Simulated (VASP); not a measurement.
Output of a VASP run:

### OSZICAR
```
       N       E                     dE             d eps       ncg     rms          rms(c)
DAV:   1     0.209089162578E+02    0.20909E+02   -0.35840E+03   488   0.761E+02
DAV:   2    -0.849864920748E+01   -0.29408E+02   -0.28179E+02   656   0.107E+02
DAV:   3    -0.943968116590E+01   -0.94103E+00   -0.94103E+00   560   0.249E+01
DAV:   4    -0.944331968797E+01   -0.36385E-02   -0.36385E-02   752   0.179E+00
DAV:   5    -0.944332285524E+01   -0.31673E-05   -0.31674E-05   584   0.448E-02    0.411E+00
DAV:   6    -0.911773883435E+01    0.32558E+00   -0.82667E-01   504   0.443E+00    0.311E+00
DAV:   7    -0.907624411035E+01    0.41495E-01   -0.20025E-01   616   0.231E+00    0.195E+00
DAV:   8    -0.907356983146E+01    0.26743E-02   -0.90706E-03   560   0.769E-01    0.693E-01
DAV:   9    -0.907344609206E+01    0.12374E-03   -0.38471E-04   560   0.153E-01    0.244E-01
DAV:  10    -0.907344932438E+01   -0.32323E-05   -0.50911E-05   616   0.439E-02    0.506E-02
DAV:  11    -0.907345091482E+01   -0.15904E-05   -0.84028E-07   584   0.804E-03    0.143E-02
DAV:  12    -0.907345073899E+01    0.17583E-06   -0.64700E-08   304   0.158E-03
   1 F= -.90734507E+01 E0= -.90734507E+01  d E =-.907345E+01
       N       E                     dE             d eps       ncg     rms          rms(c)
DAV:   1    -0.908200994538E+01   -0.85590E-02   -0.14941E-01   528   0.253E+00    0.649E-01
DAV:   2    -0.907552265452E+01    0.64873E-02   -0.18880E-02   472   0.739E-01    0.204E-01
DAV:   3    -0.907482789801E+01    0.69476E-03   -0.38726E-03   512   0.350E-01    0.138E-01
DAV:   4    -0.907481988903E+01    0.80090E-05   -0.28653E-05   552   0.471E-02    0.119E-01
DAV:   5    -0.907480955473E+01    0.10334E-04   -0.16550E-05   504   0.316E-02    0.174E-02
DAV:   6    -0.907480841602E+01    0.11387E-05   -0.24846E-07   264   0.457E-03    0.719E-03
DAV:   7    -0.907480833208E+01    0.83943E-07   -0.14426E-08   256   0.114E-03
   2 F= -.90748083E+01 E0= -.90748083E+01  d E =-.135759E-02
       N       E                     dE             d eps       ncg     rms          rms(c)
DAV:   1    -0.907513565285E+01   -0.32724E-03   -0.51761E-03   528   0.468E-01    0.118E-01
DAV:   2    -0.907491129165E+01    0.22436E-03   -0.66119E-04   472   0.139E-01    0.375E-02
DAV:   3    -0.907488635557E+01    0.24936E-04   -0.13465E-04   512   0.650E-02    0.245E-02
DAV:   4    -0.907488549080E+01    0.86476E-06   -0.96662E-07   416   0.881E-03
   3 F= -.90748855E+01 E0= -.90748855E+01  d E =-.143475E-02
```

**OUTCAR**
```
------------------------ aborting loop because EDIFF is reached ----------------------------------------
  FORCE on cell =-STRESS in cart. coord.  units (eV):
  Direction    XX          YY          ZZ          XY          YZ          ZX
  --------------------------------------------------------------------------------------
  Total        0.0008132      0.0008132      0.0008132      0.0000000      0.0000000      0.0000000
  in kB        0.0375488      0.0375488      0.0375488      0.0000000      0.0000000      0.0000000
  external PRESSURE =       0.0375488 kB  Pullay stress =       0.0000000 kB
  volume of cell :       34.70
      direct lattice vectors                 reciprocal lattice vectors
     0.000000000  2.588780511  2.588780511    -0.193141133  0.193141133  0.193141133
     2.588780511  0.000000000  2.588780511     0.193141133 -0.193141133  0.193141133
     2.588780511  2.588780511 -0.000000000     0.193141133  0.193141133 -0.193141133
 POSITION                                       TOTAL-FORCE (eV/Angst)
 -----------------------------------------------------------------------------------
      0.00000      0.00000      0.00000         0.000000      0.000000      0.000000
      2.58878      2.58878      2.58878        -0.000000     -0.000000     -0.000000
 -----------------------------------------------------------------------------------
    total drift:                                0.000000      0.000000      0.000000
  FREE ENERGIE OF THE ION-ELECTRON SYSTEM (eV)
  ---------------------------------------------------
  free  energy   TOTEN  =        -9.0748854908 eV

  energy  without entropy=       -9.0748854908  energy(sigma->0) =       -9.07488549

 reached required accuracy - stopping structural energy minimisation
```
(Selected blocks of OUTCAR.)

File POSCAR:
```
MgS
1
    0.0000000000     2.6000000000     2.6000000000
    2.6000000000     0.0000000000     2.6000000000
    2.6000000000     2.6000000000     0.0000000000
Mg S
1 1
Direct
  0.0000000000   0.0000000000   0.0000000000
  0.5000000000   0.5000000000   0.5000000000
```

Problem. Write an INCAR and KPOINTS that could have produced this output.

Solution. This is not unique; one that fits is the input of the run itself, PBEsol GGA, plane waves, VASP's PBE PAW potentials (set 64).

File KPOINTS:
```
K-points
0
G
8 8 8
```

**INCAR**
```
# general
SYSTEM  =  MgS
PREC    =  Accurate
ENCUT   =  480   # plane-wave cut-off (eV)
LREAL   =  .FALSE.   # projection in real space or not
LASPH   =  .TRUE.   # aspherical one-centre terms

# electronic loop
EDIFF   =  1E-6   # SCF stop (eV)
NELM    =  100
ALGO    =  Normal   # blocked Davidson

# smearing
ISMEAR  =  0   # Gaussian
SIGMA   =  0.05

# functional
GGA     =  PS   # PBEsol

# ions
IBRION  =  2
NSW     =  60
ISIF    =  3
EDIFFG  =  -0.01   # ionic stop

# output
LWAVE   =  .FALSE.
LCHARG  =  .FALSE.
```

POTCAR, in this order: Mg S (PBE.64 set). Program: vasp_std.

The compound is MgS in the rock salt structure. This run relaxes it. Symmetry was kept, so distortions that lower it aren't found.
